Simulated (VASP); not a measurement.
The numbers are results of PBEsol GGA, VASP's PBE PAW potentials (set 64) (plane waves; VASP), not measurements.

VASP ran on this input.

POSCAR:
```
Cs
1
   -3.0019723234     3.0019723234     3.0019723234
    3.0019723234    -3.0019723234     3.0019723234
    3.0019723234     3.0019723234    -3.0019723234
Cs
1
Direct
  0.0000000000   0.0000000000   0.0000000000
```

File KPOINTS:
```
K-points
0
gamma
8 8 8
0 0 0
```

### INCAR
```
! general
SYSTEM  = Cs
PREC    = Accurate
ENCUT   = 480
LREAL   = .FALSE.
LASPH   = .TRUE.

! electronic loop
EDIFF   = 1E-7
NELM    = 100
ALGO    = Normal
LMAXMIX = 4

! smearing
ISMEAR  = 1
SIGMA   = 0.1

! functional
GGA     = PS

! ions
ISIF    = 2

! output
LWAVE   = .FALSE.
LCHARG  = .FALSE.
```

POTCAR, in this order: Cs_sv (PBE.64 set). Program: vasp_std.

Unless said otherwise, spin-orbit coupling is left out, though it shifts the bands of the heavy elements here.

**Question.** Estimate the energy per atom (σ→0), band gap (on the k-mesh).

**Answer.** 
| Property | Value |
|---|---|
| energy per atom (σ→0) | -0.935 eV/atom |
| band gap (on the k-mesh) | none (metal, semimetal or under 0.01 eV) |

OSZICAR:
```
...
DAV:   5    -0.936272470813E+00   -0.98426E-04   -0.98424E-04   592   0.163E-01    0.130E-01
DAV:   6    -0.935952482533E+00    0.31999E-03   -0.12438E-03   776   0.206E-01    0.898E-02
DAV:   7    -0.936131790975E+00   -0.17931E-03   -0.31305E-03   624   0.348E-01    0.337E-02
DAV:   8    -0.936189748477E+00   -0.57958E-04   -0.10070E-04   584   0.868E-02    0.528E-03
DAV:   9    -0.936190995884E+00   -0.12474E-05   -0.24013E-06   808   0.101E-02    0.277E-03
DAV:  10    -0.936190581432E+00    0.41445E-06   -0.62298E-07   656   0.496E-03    0.412E-04
DAV:  11    -0.936190632216E+00   -0.50785E-07   -0.15636E-08   496   0.909E-04
   1 F= -.93619063E+00 E0= -.93520332E+00  d E =-.296194E-02
```

The compound is Cs in the bcc structure. It was relaxed first.
